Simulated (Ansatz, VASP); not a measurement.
# Al in two plane-wave programs

Aim: how closely do two programs agree when they are given the same cell, functional and k mesh? Of the first pair: The structure shown is the start of the Ansatz relaxation below; VASP solves that cell, so the two are compared at the walk's first step.

Program: Ansatz 0.2.0. Level of theory: plane waves, with VASP 6.6.1 beside it; single point at PBEsol. Results are calculated unless marked as measured.

**1. Set-up**

The cell holds 8 atoms: 8 Al. Its edges and angles: a = 2.864 Å, b = 2.864 Å, c = 30.368 Å, α = 90.0°, β = 90.0°, γ = 60.0°. It derives from Al. As first built, before any earlier steps moved the atoms (in the runner's words): stoichiometric True; symmetric True; series ['metal Al111', 8, 'layers']. Vacuum lies along c.

**2. Ansatz: relaxation, PBEsol**

Ansatz runs on its PAW soft_1 files.

The two programs are compared at the cell with which this relaxation starts, whose forces are those of its first step.

File input.yaml:

```yaml
crystal:
  lattice:
    - [2.8637824638, 0.0, 0.0]
    - [1.4318912319, 2.4801083646, 0.0]
    - [0.0, 0.0, 30.3678801315]
  atoms:
    - { symbol: Al, position: [0.0, 0.0, 0.769493295] }
    - { symbol: Al, position: [0.666666667, 0.666666667, 0.69249521] }
    - { symbol: Al, position: [0.333333333, 0.333333333, 0.615497126] }
    - { symbol: Al, position: [0.0, 0.0, 0.538499042] }
    - { symbol: Al, position: [0.666666667, 0.666666667, 0.461500958] }
    - { symbol: Al, position: [0.333333333, 0.333333333, 0.384502874] }
    - { symbol: Al, position: [0.0, 0.0, 0.30750479] }
    - { symbol: Al, position: [0.666666667, 0.666666667, 0.230506705] }
kpoints:
  mp_grid: { grid: [12, 12, 1] }
scf:
  occupations: { method: fermi_dirac, width: 0.05 }
  n_extra_bands: 8
hamiltonian:
  xc: pbesol
  pseudopotentials: { kind: paw, azcp: { folder: soft_1 }, xc_functional: pbe }
output:
  forces: true
  write_potential: true
  volumetric_format: []
relax:
  f_tol: 0.03
  max_steps: 45
  constraints: [{ sites: [3, 4] }]
```

Run with:

```sh
$ ansatz run input.yaml --threads 4 --pin off --max-ram 11264MiB --backend cpu --events-out ev --progress --plain --runs-dir out
```

Numbers of over 12 decimals in the logs are rounded to 6 here.

The log of the run:

```text
scf.n_extra_bands = 8 over 12 filled bands (N_el = 24.0): the run solves 20 bands
Engine: ansatz 0.2.0, x86_64-unknown-linux-gnu
Pseudopotentials: kind: paw
Pseudopotential: Al, paw, valence charge 3, recommended cutoff 420 eV (normal), soft_1/Al.paw.azcp
Functional definition: PBEsol
  exchange = pbesol_x
  correlation = pbesol_c
Crystal: 8 atoms, lattice volume = 215.688 Å³
Basis set: ecut = 420 eV, 4265 PW (Γ), exchange–correlation on 40×40×432 points (8 copies of the dense FFT grid, shifted against one another)
Bands: 20, of which v1, the nominal top of the filled ones, is band 12 counted from 1 (11 counted from 0)
Symmetry: 12 space group operations
Space group: P-3m1 (ITA 164), of the structure as read, at distance tolerance 6.0e-5 Å
k-points: 19 of 144
Non-local potential: Al, projectors of the file, l = 0: 2, l = 1: 2, l = 2: 1
PAW form: soft (Blöchl's): semilocal exchange-correlation on the pseudo side does not see the compensation charge
PAW frozen core: Al, regenerated for the run's functional, and the local potential with it (the file was generated under x = pbe(κ = 0.804, μ = 0.219515), c = pbe(β = 0.066725))
PAW one-centre angular grid: Al, 110 points (default); XC on 64 Gauss nodes
Initial density: superposition of atomic densities (neutral atoms: chi_scale 0, normalization atom)
Initial wavefunctions: pseudopotential atomic-orbital guess
Functional: x = pbesol(κ = 0.804, μ = 0.123457), c = pbesol(β = 0.046)
SCF iter   1: F=—  HF=-4196.499966 eV  |F-HF|=—  |Δ(HF+E_count)|=         —  Δρ=2.05e-2  dr2=1.10e1  ethr=3.10e-3  ⟨swp⟩=11.1  Hψ=2908  notcnv=0  defer=3
preconditioner: auto → LDOS  [metal: Δε(μ)=0.083 eV  Ē_g=7.063 eV  σ=0.050 eV  W_gap=0.39  n_scr=18 (ndim 8)  ℏωp=12.4 eV  f_vac=0.295  D(μ)=2.95/eV (n_scr^D=14)  β→1.0]
SCF iter   2: F=—  HF=-4195.635607 eV  |F-HF|=—  |Δ(HF+E_count)|=   8.64e-1  Δρ=7.82e-3  dr2=1.11e0  ethr=3.10e-3  ⟨swp⟩=3.8  Hψ=950  notcnv=0  defer=30
SCF iter   3: F=—  HF=-4195.559991 eV  |F-HF|=—  |Δ(HF+E_count)|=   7.56e-2  Δρ=1.88e-3  dr2=5.04e-2  ethr=3.10e-3  ⟨swp⟩=3.3  Hψ=612  notcnv=0  defer=30
SCF iter   4: F=—  HF=-4195.552579 eV  |F-HF|=—  |Δ(HF+E_count)|=   7.41e-3  Δρ=3.98e-4  dr2=1.15e-3  ethr=2.10e-4  ⟨swp⟩=3.3  Hψ=765  notcnv=0  defer=25
SCF iter   5: F=—  HF=-4195.552548 eV  |F-HF|=—  |Δ(HF+E_count)|=   3.07e-5  Δρ=1.09e-4  dr2=6.76e-5  ethr=4.78e-6  ⟨swp⟩=2.3  Hψ=614  notcnv=0  defer=25
SCF iter   6: F=-4195.552550 eV  HF=-4195.552553 eV  |F-HF|=3.44e-6  |Δ(HF+E_count)|=   5.55e-6  Δρ=2.34e-5  dr2=6.33e-6  ethr=9.38e-8  ⟨swp⟩=12.5  Hψ=3178  notcnv=0
SCF 1 converged in 6 iterations: F = -4195.552550 eV  dr2 = 6.33e-6
  Residual-converged pass: ⟨swp⟩=1.1  Hψ=458  notcnv=0  max |occ|·‖R‖ = 7.0e-9 eV (tolerance 1.0e-8 eV)  dr2=6.33e-6  dr2_onsite=1.07e-8  max |Δocc| = 8.9e-11
  greatest PAW one-centre occupation: 0.466 electrons in one spin orbital (limit 2), on the Al atom at site 7 (counted from 0), in its partial waves of l = 0
relax step   1: F+E_penalty+E_count = -4195.55255001 eV  Δ(F+E_penalty+E_count) = +0.000e0 eV  max|allowed force component| = 6.637e-2 eV/Å  Δτ_max = 0.0000 Å  (6 SCF iters, dr2 threshold 2.25e-5 eV, accepted)
[...]
relax step   2: F+E_penalty+E_count = -4195.55911354 eV  Δ(F+E_penalty+E_count) = -6.564e-3 eV  max|allowed force component| = 2.072e-2 eV/Å  Δτ_max = 0.0754 Å  (6 SCF iters, accepted)
[...]
relax step   3: F+E_penalty+E_count = -4195.55946804 eV  Δ(F+E_penalty+E_count) = -3.545e-4 eV  max|allowed force component| = 2.197e-2 eV/Å  Δτ_max = 0.0305 Å  (6 SCF iters, accepted)
NSCF: frozen V_eff on 19 k-points
the search or the solves at the SCF's close seem to have found levels that the self-consistency loop had missed (the run counts 1). By its estimate they hold under 1e-12 electrons; where the run keeps them, the occupations were computed again with them
WARN: The output density's exchange-correlation potential varies sharply where the density is thin. Do not read a vacuum level from v_tot or v_xc, or from such a field of the output density. On a cell that repeats whose density bears no net charge and no dipole along the vacuum's axis use v_es (v_loc + v_h of the components); under efield.dipole_correction with no amplitude use v_es + v_field, which holds any externa [...]
SCF converged after 6 iterations
Free energy (F): -4195.559468 eV
Harris-Foulkes:  -4195.559468 eV  (|F-HF|=5.61e-9)
Internal energy: -4195.531838 eV  (E = F + TS)
E sigma→0 (E₀):  -4195.545653 eV
Entropy (-TS):   -0.027630 eV (-3.454 meV/atom)
Fermi energy:    3.200063 eV
--- Per-component energies (eV) ---
  E_band       = -24.890650
  E_kinetic    = 177.352974
  E_local      = -5649.530352  (includes V_loc(G=0)·N_el)
  E_nonlocal   = 80.909577
  E_hartree    = 2813.042331
  E_xc         = -297.271332
  E_vxc        = -232.161282  (∫ρ·V_xc dr)
  E_paw        = -3653.625809  (= ΣΔE_a)
  E_vpaw       = -27.548855  (= ΣTr[D̂ρ^β])
  E_aug_tail   = -0.000022  (compensation charges beyond the density's cutoff)
  E_ewald      = 2333.437683
  E_core_change = 0.153112  (= ΣΔE_core)
  E_smearing   = -0.027630  (= −TS)
  E_closure    = 0.000000  (closes the sum)
  Σ components = -4195.559468   (vs F -4195.559468, Δ=0.00e0)
--- Forces (eV/Å), atoms counted from 1 ---
  atom   1  Al    -0.00000000    -0.00000000     0.01386801
  atom   2  Al    -0.00000000    -0.00000000    -0.02197319
  atom   3  Al    -0.00000000     0.00000000     0.00896303
  atom   4  Al    -0.00000000     0.00000000    -0.10323150
  atom   5  Al     0.00000000    -0.00000000     0.10323150
  atom   6  Al    -0.00000000    -0.00000000    -0.00896303
  atom   7  Al     0.00000000     0.00000000     0.02197319
  atom   8  Al    -0.00000000     0.00000000    -0.01386801
  max |Σ_I F_I| component: 1.91e-17 eV/Å
--- Band table (eV; the first three rows and the last of 19) ---
  k-point 0: bands = [... 8 lower, -0.5893, 1.0758, 2.7563, 4.4017, 5.9055, 7.0098, 7.2957, 8.7080, ... 4 higher]
  k-point 1: bands = [... 8 lower, -0.4337, 1.2318, 2.9099, 4.5524, 6.0561, 7.1649, 7.4568, 8.8469, ... 4 higher]
  k-point 2: bands = [... 8 lower, 0.0325, 1.6962, 3.3626, 4.9864, 6.4655, 7.5489, 7.8956, 8.3422, ... 4 higher]
  k-point 18: bands = [... 8 lower, 0.7783, 1.2849, 1.2849, 1.3901, 1.9022, 1.9022, 2.4447, 2.7652, ... 4 higher]
--- Relaxed structure (3 steps of the walk, 3 accepted, 0 SCFs on fresh bases) ---
  F+E_penalty+E_count = -4195.55946804 eV   max|allowed force component| = 2.197e-2 eV/Å
  atoms:
    - { symbol: Al, position: [-2.3021675747078033e-18, 4.336808689941999e-19, 0.766008] }
    - { symbol: Al, position: [0.666667, 0.666667, 0.689749] }
    - { symbol: Al, position: [0.333333, 0.333333, 0.614239] }
    - { symbol: Al, position: [4.336808689942018e-19, 4.336808689942018e-19, 0.538499042] }
    - { symbol: Al, position: [0.666667, 0.666667, 0.461500958] }
    - { symbol: Al, position: [0.333333, 0.333333, 0.385761] }
    - { symbol: Al, position: [2.589060829074622e-18, 4.336808689942032e-19, 0.310251] }
    - { symbol: Al, position: [0.666667, 0.666667, 0.233992] }
```

**3. VASP: single point, PBEsol, start cell, pair 1**

The same cell, functional, mesh and smearing now go to VASP, with its own data sets.

Lines of VASP's logs that name or quote its potential files are left out, and so is its time.

File INCAR:

```
SYSTEM = Al
PREC = Accurate
ENCUT = 400
EDIFF = 1E-06
NELM = 120
ISMEAR = -1
SIGMA = 0.05
LREAL = .FALSE.
ALGO = Normal
GGA = PS
NBANDS = 20
LORBIT = 11
LWAVE = .FALSE.
LCHARG = .FALSE.
ISIF = 2
LASPH = .TRUE.
GGA_COMPAT = .FALSE.
KPAR = 2
```

File POSCAR:

```
Al
1.0
    2.8637824638      0.0000000000      0.0000000000
    1.4318912319      2.4801083646      0.0000000000
    0.0000000000      0.0000000000     30.3678801315
Al
8
Direct
    0.9999999235      0.9999999235      0.7694932902
    0.6666665901      0.6666665901      0.6924952090
    0.3333332568      0.3333332568      0.6154971279
    0.9999999235      0.9999999235      0.5384990302
    0.6666665901      0.6666665901      0.4615009655
    0.3333332568      0.3333332568      0.3845028678
    0.9999999235      0.9999999235      0.3075047866
    0.6666665901      0.6666665901      0.2305067054
```

File KPOINTS:

```
Automatic mesh
0
Gamma
12 12 1
0 0 0
```

The projector-augmented-wave data sets are Al (PBE family, release 64).

Run with:

```sh
$ mpirun -np 2 vasp_std
```

The log of the run:

```text
[banner, memory and clock lines left out]
running    2 mpi-ranks, on    1 nodes
 distrk:  each k-point on    1 cores,    2 groups
 distr:  one band on    1 cores,    1 groups

 POSCAR found type information on POSCAR Al
 POSCAR found :  1 types and       8 ions
|                                                                             |
|               ----> ADVICE to this user running VASP <----                  |
|                                                                             |
|     You enforced a specific xc type in the INCAR file but a different       |
|     [... a line on the potential file left out ...]
|     I HOPE YOU KNOW WHAT YOU ARE DOING!                                     |
|                                                                             |

 LDA part: xc-table for (Slater+PW92), standard interpolation
 POSCAR, INCAR and KPOINTS ok, starting setup
 FFT: planning ... GRIDC
 FFT: planning ... GRID_SOFT
 FFT: planning ... GRID
 WAVECAR not read
 entering main loop
       N       E                     dE             d eps       ncg     rms          rms(c)
DAV:   1     0.399528628785E+02    0.39953E+02   -0.70950E+03   760   0.739E+02
DAV:   2    -0.289313458233E+02   -0.68884E+02   -0.65322E+02  1020   0.125E+02
DAV:   3    -0.326269143011E+02   -0.36956E+01   -0.35433E+01  1064   0.264E+01
DAV:   4    -0.327496227879E+02   -0.12271E+00   -0.12224E+00  1228   0.557E+00
DAV:   5    -0.327516557621E+02   -0.20330E-02   -0.20318E-02  1124   0.703E-01    0.416E+00
DAV:   6    -0.341097460799E+02   -0.13581E+01   -0.21994E+01  1056   0.152E+01    0.410E+00
DAV:   7    -0.320578329915E+02    0.20519E+01   -0.20974E+01   996   0.147E+01    0.221E+00
DAV:   8    -0.319584573762E+02    0.99376E-01   -0.23261E+00   968   0.489E+00    0.867E-01
DAV:   9    -0.318984493096E+02    0.60008E-01   -0.21447E-01   944   0.213E+00    0.383E-01
DAV:  10    -0.318983634300E+02    0.85880E-04   -0.24035E-02  1004   0.750E-01    0.288E-01
DAV:  11    -0.318980788862E+02    0.28454E-03   -0.19883E-03  1000   0.234E-01    0.179E-01
DAV:  12    -0.318971717420E+02    0.90714E-03   -0.21825E-03   948   0.173E-01    0.802E-02
DAV:  13    -0.318969376365E+02    0.23411E-03   -0.12007E-03   892   0.146E-01    0.488E-02
DAV:  14    -0.318969492568E+02   -0.11620E-04   -0.25736E-04   932   0.668E-02    0.263E-02
DAV:  15    -0.318969541732E+02   -0.49163E-05   -0.25462E-04   832   0.499E-02    0.336E-02
DAV:  16    -0.318970856394E+02   -0.13147E-03   -0.19242E-05   892   0.219E-02    0.210E-02
DAV:  17    -0.318972557002E+02   -0.17006E-03   -0.55805E-05   864   0.265E-02    0.140E-02
DAV:  18    -0.318973675494E+02   -0.11185E-03   -0.13985E-05   828   0.129E-02    0.186E-02
DAV:  19    -0.318974624053E+02   -0.94856E-04   -0.10315E-05   824   0.114E-02    0.920E-03
DAV:  20    -0.318974809148E+02   -0.18510E-04   -0.11444E-06   664   0.436E-03    0.443E-03
DAV:  21    -0.318974892333E+02   -0.83185E-05   -0.72694E-07   608   0.314E-03    0.302E-03
DAV:  22    -0.318974922470E+02   -0.30136E-05   -0.50861E-07   616   0.290E-03    0.174E-03
DAV:  23    -0.318974930630E+02   -0.81607E-06   -0.10658E-07   544   0.146E-03
   1 F= -.31897493E+02 E0= -.31885482E+02  d E =-.240228E-01
```

OUTCAR, selected parts (step 3):

```text
ion  position               nearest neighbor table
   1  1.000  1.000  0.769-   2 2.86   2 2.86   2 2.86
   2  0.667  0.667  0.692-   3 2.86   3 2.86   3 2.86   1 2.86   1 2.86   1 2.86
   3  0.333  0.333  0.615-   2 2.86   2 2.86   2 2.86   4 2.86   4 2.86   4 2.86
   4  1.000  1.000  0.538-   5 2.86   5 2.86   5 2.86   3 2.86   3 2.86   3 2.86
   5  0.667  0.667  0.462-   4 2.86   4 2.86   4 2.86   6 2.86   6 2.86   6 2.86
   6  0.333  0.333  0.385-   7 2.86   7 2.86   7 2.86   5 2.86   5 2.86   5 2.86
   7  1.000  1.000  0.308-   8 2.86   6 2.86   8 2.86   6 2.86   6 2.86   8 2.86
   8  0.667  0.667  0.231-   7 2.86   7 2.86   7 2.86

  LATTYP: Found a hexagonal cell.
 ALAT       =     2.8637824638
 C/A-ratio  =    10.6041155413

 Subroutine GETGRP returns: Found 12 space group operations
 (whereof  6 operations were pure point group operations)

The static configuration has the point symmetry C_3v.
 The point group associated with its full space group is D_3d.

 Found     19 irreducible k-points:

   k-points           NKPTS =     19   k-points in BZ     NKDIM =     19   number of bands    NBANDS=     20

   dimension x,y,z NGX =    20 NGY =   20 NGZ =  200
   dimension x,y,z NGXF=    40 NGYF=   40 NGZF=  400

   ENCUT  =  400.0 eV  29.40 Ry    5.42 a.u.   4.67  4.67 49.52*2*pi/ulx,y,z

   NELECT =      24.0000    total number of electrons

 k-points in reciprocal lattice and weights: Automatic mesh
   0.00000000  0.00000000  0.00000000       0.007
   0.08333333  0.00000000  0.00000000       0.042
   0.16666667 -0.00000000  0.00000000       0.042
   0.25000000  0.00000000  0.00000000       0.042
   0.33333333  0.00000000  0.00000000       0.042
   0.41666667  0.00000000  0.00000000       0.042
   0.50000000  0.00000000  0.00000000       0.021
   0.16666667  0.08333333  0.00000000       0.042
   0.25000000  0.08333333  0.00000000       0.083
[...]
-0.41666667  0.25000000  0.00000000       0.083
  -0.33333333  0.33333333  0.00000000       0.014

 average (electrostatic) potential at core
       1 -77.0582       2 -76.9605       3 -76.9152       4 -76.9430       5 -76.9430
       6 -76.9152       7 -76.9605       8 -77.0582

 E-fermi :   3.2420

 k-point     1 :       0.0000    0.0000    0.0000
  band No.  band energies     occupation
    ...
      7      -3.2389      2.00000
      8      -1.8963      2.00000
      9      -0.5826      2.00000
     10       1.0253      2.00000
     11       2.6637      1.99998
     12       4.3174      0.00000
     13       5.8325      0.00000
     14       6.9915      0.00000
     15       7.3142      0.00000
     16       8.6965      0.00000
    ...

 k-point     2 :       0.0833    0.0000    0.0000
  band No.  band energies     occupation
    ...
      7      -3.0761      2.00000
      8      -1.7332      2.00000
      9      -0.4264      2.00000
     10       1.1818      2.00000
     11       2.8180      1.99959
     12       4.4689      0.00000
     13       5.9836      0.00000
     14       7.1466      0.00000
     15       7.4762      0.00000
     16       8.8386      0.00000
    ...

 k-point     3 :       0.1667   -0.0000    0.0000
  band No.  band energies     occupation
    ...
      7      -2.5891      2.00000
      8      -1.2464      2.00000
      9       0.0413      2.00000
     10       1.6480      2.00000
     11       3.2741      0.68996
     12       4.9081      0.00000
     13       6.4020      0.00000
     14       7.5474      0.00000
     15       7.9274      0.00000
     16       8.4753      0.00000
    ...

  Total       -2.8866552     -2.8866552     -1.0545772     -0.0000000     -0.0000000      0.0000000
  in kB      -21.4427424    -21.4427424     -7.8336431     -0.0000000     -0.0000000      0.0000000
  external PRESSURE =     -16.9063760 kB  Pullay stress =       0.0000000 kB

  energy-cutoff  :      400.00
  volume of cell :      215.69
      direct lattice vectors                 reciprocal lattice vectors
     2.863782464  0.000000000  0.000000000     0.349188534 -0.201604094  0.000000000
     1.431891232  2.480108365  0.000000000     0.000000000  0.403208188  0.000000000
     0.000000000  0.000000000 30.367880132     0.000000000  0.000000000  0.032929529

 POSITION                                       TOTAL-FORCE (eV/Angst)
 -----------------------------------------------------------------------------------
      4.29567      2.48011     23.36788        -0.000000     -0.000000     -0.016479
      2.86378      1.65341     21.02961        -0.000000      0.000000     -0.066912
      1.43189      0.82670     18.69134         0.000000     -0.000000      0.014954
      4.29567      2.48011     16.35307        -0.000000     -0.000000     -0.038664
      2.86378      1.65341     14.01481         0.000000      0.000000      0.038664
      1.43189      0.82670     11.67654        -0.000000     -0.000000     -0.014954
      4.29567      2.48011      9.33827        -0.000000      0.000000      0.066912
      2.86378      1.65341      7.00000         0.000000      0.000000      0.016479
 -----------------------------------------------------------------------------------
    total drift:                               -0.000053     -0.000031      0.000026

  FREE ENERGIE OF THE ION-ELECTRON SYSTEM (eV)
  ---------------------------------------------------
  free  energy   TOTEN  =       -31.8974930630 eV

  energy  without entropy=      -31.8734702975  energy(sigma->0) =      -31.88548168

 total charge
# of ion       s       p       d       tot
------------------------------------------
    1        0.452   0.306   0.000   0.759
    2        0.431   0.338   0.000   0.769
    3        0.434   0.336   0.000   0.770
    4        0.430   0.336   0.000   0.767
    5        0.430   0.336   0.000   0.767
    6        0.434   0.336   0.000   0.770
    7        0.431   0.338   0.000   0.769
    8        0.452   0.306   0.000   0.759
--------------------------------------------------
tot          3.494   2.635   0.000   6.129

[... 3 further parts left out ...]
```

**4. Differences**

Known differences besides the potentials themselves: the cutoff is 420 eV in Ansatz and 400 eV in VASP; Ansatz makes its cores anew for this functional, VASP keeps those of its PBE data sets. Total energies have different zeros and are not compared.

Forces (eV/Å; atoms numbered as in POSCAR):

```
atom        Ansatz x, y, z          VASP x, y, z
 Al1  0.000, 0.000, -0.021  0.000, 0.000, -0.016
 Al2  0.000, 0.000, -0.066  0.000, 0.000, -0.067
 Al3   0.000, 0.000, 0.016   0.000, 0.000, 0.015
 Al4  0.000, 0.000, -0.039  0.000, 0.000, -0.039
 Al5   0.000, 0.000, 0.039   0.000, 0.000, 0.039
 Al6  0.000, 0.000, -0.016  0.000, 0.000, -0.015
 Al7   0.000, 0.000, 0.066   0.000, 0.000, 0.067
 Al8   0.000, 0.000, 0.021   0.000, 0.000, 0.016
```

The forces differ by 1.2 meV/Å r.m.s., which is 5.2 % of the r.m.s. force of 0.023 eV/Å (both taken over all components). With vacuum in the cell, a pressure given here is an average over mostly empty space and none of the material.

**5. Ansatz: relaxation, PBEsol**

This run makes the geometry at which the two programs are then compared.

The structure compared here is the end of the Ansatz relaxation.

input.yaml is that of step 2.

Run with:

```sh
$ ansatz run input.yaml --threads 4 --pin off --max-ram 11264MiB --backend cpu --events-out ev --progress --plain --runs-dir out
```

The log of the run:

```text
[...]
Crystal: 8 atoms, lattice volume = 215.688 Å³
Basis set: ecut = 420 eV, 4265 PW (Γ), exchange–correlation on 40×40×432 points (8 copies of the dense FFT grid, shifted against one another)
Bands: 20, of which v1, the nominal top of the filled ones, is band 12 counted from 1 (11 counted from 0)
Symmetry: 12 space group operations
[...]
k-points: 19 of 144
[...]
atoms:
    - { symbol: Al, position: [-2.3021675747078033e-18, 4.336808689941999e-19, 0.766008] }
    - { symbol: Al, position: [0.666667, 0.666667, 0.689749] }
    - { symbol: Al, position: [0.333333, 0.333333, 0.614239] }
[...]
- { symbol: Al, position: [0.666667, 0.666667, 0.461500958] }
    - { symbol: Al, position: [0.333333, 0.333333, 0.385761] }
    - { symbol: Al, position: [2.589060829074622e-18, 4.336808689942032e-19, 0.310251] }
    - { symbol: Al, position: [0.666667, 0.666667, 0.233992] }
[key lines of the parts left out:]
SCF converged after 6 iterations
Free energy (F): -4195.559468 eV
Fermi energy:    3.200063 eV
```

(Part 1 of 2 ends here.)

[Lines on the potential files, build, host, timing and source positions are cut from VASP's logs without a mark.]

[Logs are printed without paths, hosts, clocks, repeated set-up lines and the standing remarks that a program may print on its own settings, such as how far it seeks lower states.]

[Hosts, paths, dates, database ids (printed as entryN), source tags and the programs' standing remarks are cut or masked in the printed files.]
